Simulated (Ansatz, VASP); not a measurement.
# ZrSi2P4 (ZrSi2P4 bilayer, AA') in two plane-wave programs, part 3 of 3

One calculation is typed for both programs; each brings its own data sets. How far apart do they land? Of the first pair: The structure shown is the start of the Ansatz relaxation below; VASP solves that cell, so the two are compared at the walk's first step.

VASP 6.6.1 and Ansatz 0.2.0.

So far: The structure; Ansatz: relaxation, r2SCAN with D4; VASP: single point, r2SCAN with D4, start cell, pair 1; Side by side.

**5. Ansatz: relaxation, r2SCAN with D4**

Level of this step: Ansatz beside VASP: Kohn-Sham DFT, plane waves, r2SCAN with D4 (Ansatz).

This run makes the geometry at which the two programs are then compared.

The structure compared here is the end of the Ansatz relaxation.

input.yaml reads:

```yaml
crystal:
  lattice:
    - [3.48, 0.0, 0.0]
    - [-1.74, 3.0137684052, 0.0]
    - [0.0, 0.0, 72.9750581169]
  atoms:
    - { symbol: P, position: [0.0, 0.0, 0.3562861157] }
    - { symbol: Si, position: [0.3333333333, 0.6666666667, 0.3651170472] }
    - { symbol: P, position: [0.3333333333, 0.6666666667, 0.3940310359] }
    - { symbol: Zr, position: [0.0, 0.0, 0.4171804082] }
    - { symbol: P, position: [0.3333333333, 0.6666666667, 0.4403297805] }
    - { symbol: Si, position: [0.3333333333, 0.6666666667, 0.4692437691] }
    - { symbol: P, position: [0.0, 0.0, 0.4780747006] }
    - { symbol: P, position: [0.3333333333, 0.6666666667, 0.5219252994] }
    - { symbol: Si, position: [0.0, 0.0, 0.5307562309] }
    - { symbol: P, position: [0.0, 0.0, 0.5596702195] }
    - { symbol: Zr, position: [0.3333333333, 0.6666666667, 0.5828195918] }
    - { symbol: P, position: [0.0, 0.0, 0.6059689641] }
    - { symbol: Si, position: [0.0, 0.0, 0.6348829528] }
    - { symbol: P, position: [0.3333333333, 0.6666666667, 0.6437138843] }
  periodic: [true, true, false]
kpoints:
  mp_grid: { grid: [12, 12, 1] }
hamiltonian:
  xc: r2scan
  dispersion: d4
scf:
  occupations: { method: fermi_dirac, width: 0.05 }
  convergence: { dr2_threshold: 1.0e-09 }
relax:
  f_tol: 0.004
  max_steps: 90
  cell: {}
output:
  write_potential: true
  write_density: true
  volumetric_format: npy
```

Started as:

```console
ansatz run input.yaml --threads 8 --pin off --max-ram 12288MiB --backend cpu --events-out ev --progress --plain --runs-dir out
```

Numbers of over 12 decimals in the logs are rounded to 6 here.

What it wrote:

```text
[...]
Crystal: 14 atoms, lattice volume = 765.356 Å³
Basis set: ecut = 500 eV, 19479 PW (Γ), exchange–correlation on 108×108×2160 points (64 copies of the dense FFT grid, shifted against one another)
Bands: 54, of which v1, the nominal top of the filled ones, is band 40 counted from 1 (39 counted from 0)
Symmetry: 12 space group operations
[...]
- { symbol: P, position: [0.333333, 0.666667, 0.522378] }
[...]
- { symbol: P, position: [1.894433072893176e-17, -5.0885221963063375e-17, 0.565915] }
    - { symbol: Zr, position: [0.333333, 0.666667, 0.587032] }
    - { symbol: P, position: [1.2672991041143281e-17, -5.088522196306338e-17, 0.608173] }
    - { symbol: Si, position: [1.521654688346328e-17, -5.0885221963063375e-17, 0.638726] }
    - { symbol: P, position: [0.333333, 0.666667, 0.651753] }
[key lines of the parts left out:]
SCF converged after 6 iterations
Free energy (F): -17027.336004 eV
Fermi energy:    -5.789073 eV
P = ½ c Tr σ = -0.0074 N/m
```

**6. VASP: single point, r2SCAN with D4, relaxed cell, pair 2**

The same cell, functional, mesh and smearing now go to VASP, with its own data sets.

INCAR reads:

```
SYSTEM = ZrSi2P4
PREC = Accurate
ENCUT = 440
EDIFF = 1E-06
NELM = 300
ISMEAR = -1
SIGMA = 0.05
LREAL = .FALSE.
ALGO = Normal
METAGGA = R2SCAN
IVDW = 13
VDW_S6 = 1
VDW_S8 = 0.6018749
VDW_A1 = 0.51559235
VDW_A2 = 5.77342911
LASPH = .TRUE.
NBANDS = 54
LORBIT = 11
LWAVE = .FALSE.
LCHARG = .FALSE.
ISIF = 2
LDIPOL = .TRUE.
IDIPOL = 3
DIPOL = 0.5 0.5 0.5
LVHAR = .TRUE.
GGA_COMPAT = .FALSE.
EFERMI = MIDGAP
NELMDL = -8
LMIXTAU = .TRUE.
KPAR = 4
AMIX = 0.1
BMIX = 1E-04
```

POSCAR reads:

```
ZrSi2P4
1.0
    3.6249367123      0.0000000000      0.0000000000
   -1.8124683561      3.1392872799      0.0000000000
    0.0000000000      0.0000000000     72.9750581169
P Si Zr
8 4 2
Direct
    0.0000000000      0.0000000000      0.3482473645
    0.3333333333      0.6666666667      0.3918268119
    0.3333333333      0.6666666667      0.4340849539
    0.0000000000      0.0000000000      0.4776222858
    0.3333333333      0.6666666667      0.5223777142
    0.0000000000      0.0000000000      0.5659150461
    0.0000000000      0.0000000000      0.6081731881
    0.3333333333      0.6666666667      0.6517526355
    0.3333333333      0.6666666667      0.3612740189
    0.3333333333      0.6666666667      0.4646156049
    0.0000000000      0.0000000000      0.5353843951
    0.0000000000      0.0000000000      0.6387259811
    0.0000000000      0.0000000000      0.4129681186
    0.3333333333      0.6666666667      0.5870318814
```

KPOINTS reads:

```
Automatic mesh
0
Gamma
12 12 1
0 0 0
```

The projector-augmented-wave data sets are P, Si and Zr_sv (PBE family, release 64).

Started as:

```console
mpirun -np 4 vasp_std
```

What it wrote:

```text
[banner, memory and clock lines left out]
running    4 mpi-ranks, on    1 nodes
[...]
[... a notice as in an earlier step ...]

 LDA part: xc-table for (None), standard interpolation
 [... a notice as in an earlier step ...]

 POSCAR, INCAR and KPOINTS ok, starting setup
[...]
entering main loop
       N       E                     dE             d eps       ncg     rms          rms(c)
DAV:   1     0.499124203550E+03    0.49912E+03   -0.28613E+04  2332   0.999E+02
DAV:   2    -0.112722176673E+03   -0.61185E+03   -0.59379E+03  2792   0.248E+02
DAV:   3    -0.176203453124E+03   -0.63481E+02   -0.62590E+02  2566   0.759E+01
DAV:   4    -0.182871260078E+03   -0.66678E+01   -0.66166E+01  3736   0.190E+01
[...]
DAV:  32    -0.158558336226E+03   -0.70944E-04   -0.11569E-04  2190   0.534E-02    0.451E-02
DAV:  33    -0.158558342085E+03   -0.58588E-05   -0.25569E-05  2412   0.246E-02    0.424E-02
DAV:  34    -0.158558342723E+03   -0.63824E-06   -0.96791E-06  2284   0.107E-02
   1 F= -.16012355E+03 E0= -.16012217E+03  d E =-.275578E-02
```

From OUTCAR (step 6):

```text
  Edisp (eV):   -1.56521

  Total      -0.41611    -0.41611    -0.60531    -0.00000    -0.00000     0.00000
  in kB      -0.80281    -0.80281    -1.16783    -0.00000    -0.00000     0.00000
  external pressure =       -0.92 kB  Pullay stress =        0.00 kB

 POSITION                                       TOTAL-FORCE (eV/Angst)
 -----------------------------------------------------------------------------------
      0.00000      0.00000     25.41337         0.000000     -0.000000      0.049644
     -0.00000      2.09286     28.59358         0.000000     -0.000000     -0.028023
     -0.00000      2.09286     31.67737        -0.000000     -0.000000      0.025455
      0.00000      0.00000     34.85451        -0.000000      0.000000     -0.050302
     -0.00000      2.09286     38.12054         0.000000     -0.000000      0.050302
      0.00000      0.00000     41.29768         0.000000      0.000000     -0.025455
      0.00000      0.00000     44.38147         0.000000     -0.000000      0.028023
     -0.00000      2.09286     47.56169         0.000000     -0.000000     -0.049644
     -0.00000      2.09286     26.36399        -0.000000      0.000000     -0.012275
     -0.00000      2.09286     33.90535         0.000000     -0.000000      0.012161
      0.00000      0.00000     39.06971         0.000000      0.000000     -0.012161
      0.00000      0.00000     46.61107         0.000000     -0.000000      0.012275
      0.00000      0.00000     30.13637         0.000000     -0.000000     -0.002288
     -0.00000      2.09286     42.83869        -0.000000     -0.000000      0.002288
 -----------------------------------------------------------------------------------
    total drift:                                0.000000     -0.000000      0.000065

  FREE ENERGIE OF THE ION-ELECTRON SYSTEM (eV)
  ---------------------------------------------------
  free  energy   TOTEN  =      -160.1235493764 eV

  energy  without entropy=     -160.1207935939  energy(sigma->0) =     -160.12217149

[... 1 part as in an earlier step ...]

[... 2 further parts left out ...]
[key lines of the parts left out:]
E-fermi :  -1.8323
```

**7. Differences**

Compared:

| quantity | Ansatz | VASP | difference |
| --- | --- | --- | --- |
| gap on the k mesh (eV) | 0.301 | 0.303 | -0.002 |

At this near-relaxed geometry the largest component of a force difference is 51 meV/Å. A gap on the mesh is an upper bound, since the band edges may lie between its points. VASP's last cycles still show a density residual of 4e-03, so its state may not be settled. With vacuum in the cell, a pressure given here is an average over mostly empty space and none of the material.

**8. Outcome**

```
r.m.s. force difference (single point, r2SCAN with D4, start cell, pair 1)   : 1.1 % of the r.m.s. force
r.m.s. force difference (single point, r2SCAN with D4, relaxed cell, pair 2) : 18 meV/Å
```

The r.m.s. force difference is 18 meV/Å (single point, r2SCAN with D4, relaxed cell, pair 2), beyond the 12 meV/Å picked in this series as the mark of a large difference. What causes the difference of the single point, r2SCAN with D4, relaxed cell, pair 2 pair stays open here. VASP runs on this material, other cells of it included, that failed, so that no pair exists: single point, r2SCAN (not converged). Such differences can come from data sets, numerical settings and the points named under the comparisons, not from the functional's error against experiment.

[Lines on the potential files, build, host, timing and source positions are cut from VASP's logs without a mark.]

[Logs are printed without paths, hosts, clocks, repeated set-up lines and the standing remarks that a program may print on its own settings, such as how far it seeks lower states.]

[Hosts, paths, dates, database ids (printed as entryN), source tags and the programs' standing remarks are cut or masked in the printed files.]
